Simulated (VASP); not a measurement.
# TiRuN2 (R-3m) in VASP: further runs

The runs below take TiRuN2 through relaxation of cell and atoms, with PBE.

All numbers are computed with VASP 6.6.1; they aren't measurements. Logs are shortened: lines on timing, memory, paths and dates and some standing lists are left out, and cuts for length are marked.

### 1 Starting point

It takes space group R-3m (No. 166, trigonal). Conventional cell: a = 3.080 Å, b = 3.080 Å, c = 16.600 Å, α = 90.00°, β = 90.00°, γ = 120.00°. Ti (site symmetry -3m) is surrounded by 6 N at 2.33 Å. Ru (site symmetry -3m) has 6 N at 2.18 Å as nearest neighbours. N (site symmetry 3m) is surrounded by 3 Ru at 2.18 Å and 3 Ti at 2.33 Å.

The cell was built by a generator and needn't be a form met in nature.

### 2 Relaxation of cell and atoms, PBE

File INCAR:

```
PREC     = Normal         # precision mode
ENCUT    = 520            # plane-wave cutoff, eV
EDIFF    = 1E-4           # SCF threshold, eV
ISMEAR   = 0              # smearing method
SIGMA    = 0.15           # smearing width, eV
LREAL    = False          # projectors in reciprocal space
LASPH    = True           # aspherical terms in the spheres
NELM     = 60             # most SCF steps
ALGO     = Fast           # electronic algorithm
ISIF     = 3              # what is computed and relaxed
LWAVE    = False          # write WAVECAR
LCHARG   = False          # write CHGCAR
GGA      = PE             # functional
IBRION   = 2              # ionic algorithm
NSW      = 24             # ionic steps
EDIFFG   = -0.08          # ionic threshold
```

File KPOINTS:

```
Automatic mesh
0
Gamma
  6 6 6
```

File POSCAR:

```
TiRuN2
1.0
    1.5400000000      0.8891194100      5.5333333300
   -1.5400000000      0.8891194100      5.5333333300
    0.0000000000     -1.7782388300      5.5333333300
Ti Ru N
1 1 2
Direct
    0.0000000000      0.0000000000      0.0000000000
    0.5000000000      0.5000000000      0.5000000000
    0.7570000000      0.7570000000      0.7570000000
    0.2430000000      0.2430000000      0.2430000000
```

Potentials or basis: VASP PAW PBE potentials, release 64 (Ti_sv, Ru_pv, N).

Started as:

```bash
$ cat potpaw_PBE.64/Ti_sv/POTCAR potpaw_PBE.64/Ru_pv/POTCAR potpaw_PBE.64/N/POTCAR > POTCAR
$ mpirun -np 1 vasp_std > vasp.out
```

OUTCAR:

```text
PREC = Normal
   ENCUT = 520
   EDIFF = 1E-4
   ISMEAR = 0
   LREAL = False
   LASPH = True
   NELM = 60
   ISIF = 3
   GGA = PE
   IBRION = 2
   NSW = 24
   EDIFFG = -0.08

 ion  position               nearest neighbor table
   1  0.000  0.000  0.000-   3 2.33   4 2.33   3 2.33   3 2.33   4 2.33   4 2.33
   2  0.500  0.500  0.500-   4 2.18   3 2.18   4 2.18   4 2.18   3 2.18   3 2.18
   3  0.757  0.757  0.757-   2 2.18   2 2.18   2 2.18   1 2.33   1 2.33   1 2.33
   4  0.243  0.243  0.243-   2 2.18   2 2.18   2 2.18   1 2.33   1 2.33   1 2.33

  LATTYP: Found a trigonal (rhomboedric) cell.
 ALAT       =     5.8120487839
 COS(alpha) =     0.8595851842

  Lattice vectors:

 A1 = (   1.5400000000,   0.8891194100,   5.5333333300)
 A2 = (  -1.5400000000,   0.8891194100,   5.5333333300)
 A3 = (   0.0000000000,  -1.7782388300,   5.5333333300)

Analysis of symmetry for initial positions (statically):
=====================================================================
 Subroutine PRICEL returns:
 Original cell was already a primitive cell.

 Routine SETGRP: Setting up the symmetry group for a
 trigonal (rhombohedral) supercell.

 Subroutine GETGRP returns: Found 12 space group operations
 (whereof 12 operations were pure point group operations)
 out of a pool of 12 trial point group operations.

The static configuration has the point symmetry D_3d.

Analysis of symmetry for dynamics (positions and initial velocities):
=====================================================================
 Subroutine PRICEL returns:
 Original cell was already a primitive cell.

 Routine SETGRP: Setting up the symmetry group for a
 trigonal (rhombohedral) supercell.

 Subroutine GETGRP returns: Found 12 space group operations
 (whereof 12 operations were pure point group operations)
 out of a pool of 12 trial point group operations.

The dynamic configuration has the point symmetry D_3d.

 Subroutine INISYM returns: Found 12 space group operations
 (whereof 12 operations are pure point group operations),
 and found     1 'primitive' translations

----------------------------------------------------------------------------------------

                                     Primitive cell

  volume of cell :      45.4589

  direct lattice vectors                    reciprocal lattice vectors
     1.540000000  0.889119410  5.533333330     0.324675325  0.187451386  0.060240964
    -1.540000000  0.889119410  5.533333330    -0.324675325  0.187451386  0.060240964
     0.000000000 -1.778238830  5.533333330     0.000000000 -0.374902773  0.060240964

  length of vectors
     5.812048784  5.812048784  5.812048785     0.379711815  0.379711815  0.379711815

  position of ions in fractional coordinates (direct lattice)
     0.000000000  0.000000000  0.000000000
     0.500000000  0.500000000  0.500000000
     0.757000000  0.757000000  0.757000000
     0.243000000  0.243000000  0.243000000

  ion indices of the primitive-cell ions
   primitive index   ion index
                 1           1
                 2           2
                 3           3
                 4           4

----------------------------------------------------------------------------------------

 KPOINTS: Automatic mesh

Automatic generation of k-mesh.
 Grid dimensions read from file:
 generate k-points for:    6    6    6

 Generating k-lattice:

  Cartesian coordinates                     Fractional coordinates (reciprocal lattice)
     0.054112554  0.031241898  0.010040161     0.166666667  0.000000000  0.000000000
    -0.054112554  0.031241898  0.010040161     0.000000000  0.166666667  0.000000000
     0.000000000 -0.062483795  0.010040161     0.000000000  0.000000000  0.166666667

  Length of vectors
     0.063285302  0.063285302  0.063285303

  Shift w.r.t. Gamma in fractional coordinates (k-lattice)
     0.000000000  0.000000000  0.000000000

 Subroutine IBZKPT returns following result:
 ===========================================

 Found     32 irreducible k-points:

 Following reciprocal coordinates:
            Coordinates               Weight
  0.000000  0.000000  0.000000      1.000000
  0.166667  0.000000  0.000000      6.000000
  0.333333  0.000000  0.000000      6.000000
  0.500000  0.000000  0.000000      3.000000
  0.166667  0.166667  0.000000      6.000000
  0.333333  0.166667  0.000000     12.000000
[... 16 lines left out ...]
  0.500000  0.500000  0.166667      6.000000
 -0.333333  0.500000  0.166667     12.000000
 [... further k-points ...]
   k-points           NKPTS =     32   k-points in BZ     NKDIM =     32   number of bands    NBANDS=     22
   number of dos      NEDOS =    301   number of ions     NIONS =      4
   total plane-waves  NPLWV =  32768
   dimension x,y,z NGX =    32 NGY =   32 NGZ =   32
   dimension x,y,z NGXF=    64 NGYF=   64 NGZF=   64
   ions per type =               1   1   2
   NGX,Y,Z   is equivalent  to a cutoff of   9.15,  9.15,  9.15 a.u.
   NGXF,Y,Z  is equivalent  to a cutoff of  18.31, 18.31, 18.31 a.u.
 SYSTEM =  unknown system
   PREC   = normal    normal or accurate (medium, high low for compatibility)
   ISTART =      0    job   : 0-new  1-cont  2-samecut
   ICHARG =      2    charge: 1-file 2-atom 10-const
   ISPIN  =      1    spin polarized calculation?
   LNONCOLLINEAR =      F non collinear calculations
   LSORBIT =      F    spin-orbit coupling
   LASPH  =      T    aspherical Exc in radial PAW
   ENCUT  =  520.0 eV  38.22 Ry    6.18 a.u.  10.81 10.81 10.81*2*pi/ulx,y,z
   NELM   =     60;   NELMIN=  2; NELMDL= -5     # of ELM steps
   EDIFF  = 0.1E-03   stopping-criterion for ELM
   LREAL  =      F    real-space projection
   EDIFFG = -.8E-01   stopping-criterion for IOM
   NSW    =     24    number of steps for IOM
   IBRION =      2    ionic relax: 0-MD 1-quasi-New 2-CG
   NFREE  =      1    steps in history (QN), initial steepest desc. (CG)
   ISIF   =      3    stress and relaxation
   ISYM   =      2    0-nonsym 1-usesym 2-fastsym
   POTIM  = 0.5000    time-step for ionic-motion
   TEBEG  =    0.0;   TEEND  =   0.0 temperature during run
   PSTRESS=    0.0 pullay stress
   NELECT =      36.0000    total number of electrons
   NUPDOWN=      -1.0000    fix difference up-down
   EMIN   =  10.00;   EMAX   =-10.00  energy-range for DOS
   EFERMI =   0.00;   METHOD = LEGACY
   ISMEAR =     0;   SIGMA  =   0.15  broadening in eV -4-tet -1-fermi 0-gaus
   EFERMI_NEDOS =   21; number of points for ismear=-14 and -15
   IALGO  =     68    algorithm
   IMIX   =      4    mixing-type and parameters
     AMIX     =   0.40;   BMIX     =  1.00
     AMIX_MAG =   1.60;   BMIX_MAG =  1.00
  volume/ion in A,a.u.               =      11.36        76.69
  Fermi-wavevector in a.u.,A,eV,Ry     =   1.514617  2.862210 31.212626  2.294063
  Thomas-Fermi vector in A             =   2.624250
   LORBIT       =      0    0 simple, 1 ext, 2 COOP (PROOUT), +10 PAW based schemes
   GGA     = PE    functional components
   LHFCALC =     F    Hartree Fock is set to
   AEXX    =    0.0000 exact exchange contribution
   IVDW    =     0    specifies the selected vdW correction
   LEPSILON=     F    determine dielectric tensor
   LRPA    =     F    only Hartree local field effects (RPA)
 conjugate gradient relaxation of ions
 non-spin polarized calculation
 RMM-DIIS sequential band-by-band and
 Gauss-broadening in eV      SIGMA  =   0.15
  energy-cutoff  :      520.00
  volume of cell :       45.46
 maximum number of plane-waves:      1232
   NGX = 21   NGY = 21   NGZ = 21

--------------------------------------- Ionic step        1  -------------------------------------------

 number of electron      35.9999979 magnetization

 Free energy of the ion-electron system (eV)
  ---------------------------------------------------
  ext. energy  EPLUGINS =         0.00000000
  ---------------------------------------------------
  free energy    TOTEN  =       -34.22695761 eV

  energy without entropy =      -34.17979584  energy(sigma->0) =      -34.20337673

 E-fermi :   9.4513     XC(G=0): -12.4915

 val. band max:        9.4402898503   @ k =  -0.1667   0.1667   0.1667
 cond. band min:       9.4681226705   @ k =   0.1667   0.1667   0.0000
 fundamental gap:      0.0278328202
 Fermi energy:         9.4512909252

 k-point     1 :       0.0000    0.0000    0.0000
  band No.  band energies     occupation
      1     -48.6240      2.00000
      2     -33.9312      2.00000
      3     -33.6199      2.00000
      4     -33.6199      2.00000
      5     -24.8896      2.00000
      6     -24.6817      2.00000
[... 574 lines left out ...]
      6     -24.8317      2.00000
[... 14 lines left out ...]
     21      11.0920      0.00000
     22      11.7615      0.00000

 [... further k-points ...]

------------------------ aborting loop because EDIFF is reached ----------------------------------------

  FORCE on cell =-STRESS in cart. coord.  units (eV):
  Direction    XX          YY          ZZ          XY          YZ          ZX
  --------------------------------------------------------------------------------------
  -------------------------------------------------------------------------------------
  Total       -5.6580807     -5.6580806    -12.4856224      0.0000000      0.0000000      0.0000000
  in kB     -199.4163760   -199.4163754   -440.0498556      0.0000000      0.0000003      0.0000000
  external PRESSURE =    -279.6275357 kB  Pullay stress =       0.0000000 kB
[... 289 lines left out ...]
  energy  without entropy=      -35.9122664097  energy(sigma->0) =      -35.91755419

--------------------------------------- Ionic step        9  -------------------------------------------

 number of electron      36.0000001 magnetization

 Free energy of the ion-electron system (eV)
  ---------------------------------------------------
  ext. energy  EPLUGINS =         0.00000000
  ---------------------------------------------------
  free energy    TOTEN  =       -35.92804546 eV

  energy without entropy =      -35.91797417  energy(sigma->0) =      -35.92300982

 E-fermi :  11.6329     XC(G=0): -13.4468

 val. band max:       11.5594287745   @ k =   0.3333   0.1667   0.1667
 cond. band min:      11.6355464954   @ k =   0.3333   0.0000   0.0000
 fundamental gap:      0.0761177209
 Fermi energy:        11.6328836274

 k-point     1 :       0.0000    0.0000    0.0000
  band No.  band energies     occupation
      1     -46.4411      2.00000
      2     -31.5633      2.00000
      3     -31.4263      2.00000
      4     -31.4263      2.00000
      5     -22.7849      2.00000
      6     -22.5431      2.00000
[... 574 lines left out ...]
      6     -22.7388      2.00000
[... 14 lines left out ...]
     21      13.5665      0.00000
     22      13.7982      0.00000

 [... further k-points ...]

------------------------ aborting loop because EDIFF is reached ----------------------------------------

  FORCE on cell =-STRESS in cart. coord.  units (eV):
  Direction    XX          YY          ZZ          XY          YZ          ZX
  --------------------------------------------------------------------------------------
  -------------------------------------------------------------------------------------
  Total       -0.2319914     -0.2319914      0.1064816      0.0000000     -0.0000000      0.0000000
  in kB       -9.6345419     -9.6345419      4.4221532      0.0000000     -0.0000000      0.0000000
  external PRESSURE =      -4.9489769 kB  Pullay stress =       0.0000000 kB
[... 19 lines left out ...]
  FREE ENERGIE OF THE ION-ELECTRON SYSTEM (eV)
  ---------------------------------------------------
  free  energy   TOTEN  =       -35.9280454599 eV

  energy  without entropy=      -35.9179741727  energy(sigma->0) =      -35.92300982

 reached required accuracy - stopping structural energy minimisation
```

Wall time 2.4 min (1 thread of Intel Xeon 6975P-C (Granite Rapids), shared host); peak memory 0.22 GiB.

Results:

```yaml
Free_energy: -35.9280 eV
Relaxed_volume: 9.64 Å³/atom
Relaxed_cell: a = 4.783 Å, b = 4.783 Å, c = 4.783 Å, α = 38.77°, β = 38.77°, γ = 38.77°
Space_group_after_relaxing_to_0.05_Å: R-3m (No. 166)
Energy_gained_by_relaxing: 425.3 meV/atom
Ionic_steps: 9
Pressure_after_relaxing: -0.5 GPa
Largest_force_after_relaxing: 0.033 eV/Å
Band_gap_on_the_k_mesh: none (metal or under the smearing width)
```

Forces on the atoms (eV/Å):
```
Ti   0.000  0.000  0.000
Ru   0.000  0.000  0.000
N    0.000  0.000  0.033
N    0.000  0.000 -0.033
```

The path:
```csv
step,energy change (eV),largest force (eV/Å),pressure (GPa),volume (Å³)
1,0.0000,1.3771,-27.96,45.46
2,-0.1878,2.0167,65.28,33.52
3,-0.8889,1.9313,8.10,38.50
4,-1.5092,0.0457,8.55,37.91
5,-1.5681,0.8077,9.89,37.61
6,-1.5751,0.6133,-14.10,40.68
7,-1.6451,0.7129,-3.84,39.15
8,-1.6959,0.2584,-1.50,38.76
9,-1.7011,0.0333,-0.49,38.58
```

Final structure:
```cif
data_structure
_symmetry_space_group_name_H-M 'P 1'
_symmetry_Int_Tables_number 1
_cell_length_a 4.7834
_cell_length_b 4.7834
_cell_length_c 4.7834
_cell_angle_alpha 38.770
_cell_angle_beta 38.770
_cell_angle_gamma 38.770
_cell_volume 38.58
loop_
_atom_site_label
_atom_site_type_symbol
_atom_site_fract_x
_atom_site_fract_y
_atom_site_fract_z
_atom_site_occupancy
Ti1 Ti 0.00000 0.00000 0.00000 1
Ru1 Ru 0.50000 0.50000 0.50000 1
N1 N 0.75011 0.75011 0.75011 1
N2 N 0.24989 0.24989 0.24989 1
```

Caveat: the k mesh is coarse (spacing up to 0.40 Å⁻¹), so the values aren't converged; the volume moved by over 15 % at a fixed basis, so the end points are rough; the relaxation stopped at a loose force limit of 0.08 eV/Å, so its end isn't a converged minimum.

### 3 Relaxation of cell and atoms, PBE

This run uses another cell than the first one, of 12.20 Å³/atom, 1.073 times its volume.

INCAR is that of step 2.

File KPOINTS:

```
Automatic mesh
0
Gamma
  4 4 4
```

File POSCAR:

```
TiRuN2
1.0
    3.5450925000      0.0000000000      0.0000000000
    0.0000000000      3.5450925000      0.0000000000
    0.0000000000      0.0000000000      3.8826421400
Ti Ru N
1 1 2
Direct
    0.0000000000      0.0000000000      0.0000000000
    0.0000000000      0.0000000000      0.5000000000
    0.5000000000      0.5000000000      0.5000000000
    0.5000000000      0.5000000000      0.0000000000
```

Potentials or basis: VASP PAW PBE potentials, release 64 (Ti_sv, Ru_pv, N).

Started as:

```bash
$ cat potpaw_PBE.64/Ti_sv/POTCAR potpaw_PBE.64/Ru_pv/POTCAR potpaw_PBE.64/N/POTCAR > POTCAR
$ mpirun -np 1 vasp_std > vasp.out
```

It took 77 s on 1 thread of Intel Xeon 6975P-C (Granite Rapids), shared host; peak memory 0.15 GiB.

Results (log left out):

* Free energy: -34.2069 eV
* Relaxed volume: 11.22 Å³/atom
* Relaxed cell: a = 2.841 Å, b = 2.841 Å, c = 5.560 Å, α = 90.00°, β = 90.00°, γ = 90.00°
* Space group after relaxing (to 0.05 Å): P4/mmm (No. 123)
* Energy gained by relaxing: 2155.6 meV/atom
* Ionic steps: 12
* Pressure after relaxing: 0.4 GPa
* Band gap on the k mesh: none (metal or under the smearing width)

Stress tensor (GPa, compression positive):
```
0.36 0.00 0.00
0.00 0.36 0.00
0.00 0.00 0.47
```

The path:
```tsv
step	energy change (eV)	largest force (eV/Å)	pressure (GPa)	volume (Å³)
1	0.0000	0.0000	8.75	48.80
2	-7.7101	0.0000	-24.59	49.04
3	-8.4289	0.0000	-15.60	48.20
4	-8.4090	0.0000	-16.60	48.32
5	-7.4922	0.0000	54.80	39.92
6	-8.5699	0.0000	-2.49	45.81
7	-8.5706	0.0000	-2.00	45.69
8	-8.6053	0.0000	-1.61	45.58
9	-8.3644	0.0000	22.25	42.69
10	-8.6052	0.0000	-0.85	45.53
11	-8.6217	0.0000	0.46	44.72
12	-8.6224	0.0000	0.39	44.87
```

Final structure:
```xyz
4
Lattice="2.8409 0.0000 0.0000 0.0000 2.8409 0.0000 0.0000 0.0000 5.5599" Properties=species:S:1:pos:R:3 pbc="T T T"
Ti    0.0000    0.0000    0.0000
Ru    0.0000    2.8409    2.7800
N     1.4204    1.4204    2.7800
N     1.4204    1.4204    0.0000
```

Levels at points of the mesh, in eV from the Fermi level:
| k point | band 15 | band 16 | band 17 | band 18 | band 19 | band 20 | band 21 | band 22 |
| --- | --- | --- | --- | --- | --- | --- | --- | --- |
| (0.00, 0.00, 0.00) | -1.51 | -1.37 | -1.30 | -1.30 | -0.88 | -0.88 | -0.88 | 1.98 |
| (0.50, 0.00, 0.00) | -2.93 | -2.57 | -0.96 | 0.21 | 1.65 | 2.21 | 2.94 | 3.29 |
| (0.50, 0.50, 0.00) | -2.94 | -2.94 | -2.42 | -0.07 | 0.38 | 0.58 | 0.58 | 2.47 |
| (0.00, 0.00, 0.50) | -1.51 | -1.41 | -1.36 | -1.36 | -0.68 | -0.68 | -0.45 | 0.78 |
| (0.50, 0.00, 0.50) | -3.91 | -2.04 | -0.84 | 0.07 | 0.41 | 1.80 | 1.99 | 3.29 |
| (0.50, 0.50, 0.50) | -2.24 | -2.24 | -1.51 | -1.23 | -0.06 | -0.06 | 0.38 | 0.96 |

Caveat: the k mesh is coarse (spacing up to 0.44 Å⁻¹), so the values aren't converged; the relaxation stopped at a loose force limit of 0.08 eV/Å, so its end isn't a converged minimum.
